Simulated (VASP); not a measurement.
Calculation: PBEsol GGA, VASP's PBE PAW potentials (set 64) (plane waves; VASP 6.6.1).

VASP ran on this input.

POSCAR:
```
Re
2.743090
  0.0000000000   0.7071068980   0.7071068980
  0.7071068980   0.0000000000   0.7071068980
  0.7071068980   0.7071068980   0.0000000000
Re
1
Cart
  0.0000000000   0.0000000000   0.0000000000
```

**INCAR**
```
# general
SYSTEM =Re
PREC   =Accurate
ENCUT  =400
LREAL  =.FALSE.
LASPH  =.TRUE.

# electronic loop
EDIFF  =1E-7
NELM   =100
ALGO   =Normal
LMAXMIX=6

# smearing
ISMEAR =-5

# functional
GGA    =PS

# ions
ISIF   =2

# output
LWAVE  =.FALSE.
LCHARG =.TRUE.
LORBIT =11
NEDOS  =601
```

File KPOINTS:
```
Regular mesh
0
gamma
 18 18 18
0 0 0
```

POTCAR, in this order: Re (PBE.64 set). Program: vasp_std.

Output of the run:

### OSZICAR
```
       N       E                     dE             d eps       ncg     rms          rms(c)
DAV:   1    -0.315381981804E+01   -0.31538E+01   -0.31389E+03  4599   0.964E+02
DAV:   2    -0.136930130991E+02   -0.10539E+02   -0.10289E+02  2842   0.894E+01
DAV:   3    -0.140554147648E+02   -0.36240E+00   -0.35882E+00  4998   0.213E+01
DAV:   4    -0.140557556890E+02   -0.34092E-03   -0.34100E-03  2912   0.633E-01
DAV:   5    -0.140557612980E+02   -0.56089E-05   -0.56112E-05  5278   0.158E-01    0.320E+01
DAV:   6    -0.135007167808E+02    0.55504E+00   -0.56789E-01  4781   0.244E+01    0.133E+01
DAV:   7    -0.133074453874E+02    0.19327E+00   -0.42925E-01  4725   0.204E+01    0.639E-01
DAV:   8    -0.133011581163E+02    0.62873E-02   -0.32270E-03  3850   0.620E-01    0.130E-01
DAV:   9    -0.133008646727E+02    0.29344E-03   -0.23723E-04  4060   0.151E-01    0.266E-02
DAV:  10    -0.133008767113E+02   -0.12039E-04   -0.20576E-05  3934   0.503E-02    0.223E-03
DAV:  11    -0.133008769031E+02   -0.19179E-06   -0.27024E-07  3612   0.112E-02    0.190E-03
DAV:  12    -0.136833318067E+02   -0.38245E+00   -0.37731E+00  1995   0.753E-03    0.609E-02
DAV:  13    -0.133008764662E+02    0.38246E+00   -0.61713E+00  1575   0.647E-01    0.150E-03
DAV:  14    -0.133008766521E+02   -0.18591E-06   -0.36886E-09  1477   0.386E-03    0.902E-04
DAV:  15    -0.133008767514E+02   -0.99265E-07   -0.48695E-10  1449   0.812E-04
   1 F= -.13300877E+02 E0= -.13300877E+02  d E =0.000000E+00
```

**OUTCAR**
```
------------------------ aborting loop because EDIFF is reached ----------------------------------------
  FORCE on cell =-STRESS in cart. coord.  units (eV):
  Direction    XX          YY          ZZ          XY          YZ          ZX
  --------------------------------------------------------------------------------------
  Total        0.0294899      0.0294899      0.0294899      0.0000000     -0.0000000     -0.0000000
  in kB        3.2372675      3.2372675      3.2372675      0.0000000     -0.0000000     -0.0000000
  external PRESSURE =       3.2372675 kB  Pullay stress =       0.0000000 kB
  volume of cell :       14.60
      direct lattice vectors                 reciprocal lattice vectors
     0.000000000  1.939657861  1.939657861    -0.257777420  0.257777420  0.257777420
     1.939657861  0.000000000  1.939657861     0.257777420 -0.257777420  0.257777420
     1.939657861  1.939657861  0.000000000     0.257777420  0.257777420 -0.257777420
 POSITION                                       TOTAL-FORCE (eV/Angst)
 -----------------------------------------------------------------------------------
      0.00000      0.00000      0.00000         0.000000      0.000000      0.000000
 -----------------------------------------------------------------------------------
    total drift:                                0.000000     -0.000000     -0.000000
  FREE ENERGIE OF THE ION-ELECTRON SYSTEM (eV)
  ---------------------------------------------------
  free  energy   TOTEN  =       -13.3008767514 eV

  energy  without entropy=      -13.3008767514  energy(sigma->0) =      -13.30087675

 total charge

# of ion       s       p       d       tot
------------------------------------------
    1        0.629   0.694   4.866   6.189
```
(Selected blocks of OUTCAR.)

For a metal the tetrahedron method with Blöchl corrections gives inexact stress and forces.

The structure was generated: Re was put into the fcc type (Fm-3m), which need not be its known phase. It was relaxed first.
